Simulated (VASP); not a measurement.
An input for Quantum ESPRESSO's pw.x (written as the equivalent of a VASP run, and not itself run):

```
&CONTROL
  calculation = 'vc-relax'
  pseudo_dir = './pseudo'
  outdir = './out'
  tprnfor = .true.
  tstress = .true.
  nstep = 30
  forc_conv_thr = 0.00039
/
&SYSTEM
  ibrav = 0
  nat = 3
  ntyp = 2
  ecutwfc = 80
  occupations = 'smearing'
  smearing = 'methfessel-paxton'
  degauss = 0.00735
  input_dft = 'pbesol'
/
&ELECTRONS
  conv_thr = 7.3e-09
  electron_maxstep = 100
/
&IONS
/
&CELL
  cell_dofree = 'shape'
/
ATOMIC_SPECIES
  Si 28.085 Si.upf
  Mo 95.950 Mo.upf
CELL_PARAMETERS angstrom
    -1.6118617    1.6118617    3.9523350
     1.6118617   -1.6118617    3.9523350
     1.6118617    1.6118617   -3.9523350
ATOMIC_POSITIONS crystal
  Si   0.6649281  0.6649281  0.0000000
  Si   0.3350719  0.3350719  0.0000000
  Mo   0.0000000  0.0000000  0.0000000
K_POINTS automatic
  13 13 13 0 0 0
```

**Question.** Write the VASP files for the same calculation (PBEsol).

**Answer.** One answer among several that fit: 
POSCAR:
```
MoSi2
1
   -1.6118616694     1.6118616694     3.9523349837
    1.6118616694    -1.6118616694     3.9523349837
    1.6118616694     1.6118616694    -3.9523349837
Si Mo
2 1
Direct
  0.6649281234   0.6649281234   0.0000000000
  0.3350718766   0.3350718766   0.0000000000
  0.0000000000   0.0000000000   0.0000000000
```

File KPOINTS:
```
Automatic mesh
0
Gamma
13 13 13
0 0 0
```

### INCAR
```
SYSTEM = MoSi2
PREC = Accurate
ENCUT = 520
EDIFF = 1E-7
NELM = 100
ALGO = Normal
LREAL = .FALSE.
LASPH = .TRUE.
ISMEAR = 1
SIGMA = 0.1
GGA = PS
LMAXMIX = 4
LWAVE = .FALSE.
LCHARG = .FALSE.
ISIF = 4
IBRION = 2
NSW = 30
EDIFFG = -0.01
```

POTCAR, in this order: Si Mo_sv (PBE.64 set). Program: vasp_std.

What does not carry over: the potentials are each code's own (VASP's PAW set, PseudoDojo norm-conserving files in pw.x), so ENCUT and ecutwfc are chosen apart and not converted; conv_thr bounds pw.x's estimated SCF error, while EDIFF bounds the energy change between steps; forc_conv_thr acts on force components and is met together with etot_conv_thr.

The compound is MoSi2 in the MoSi2 type structure. This cell is one point of a volume scan, at 1.03 of the reference volume. Symmetry was kept, so distortions that lower it aren't found.
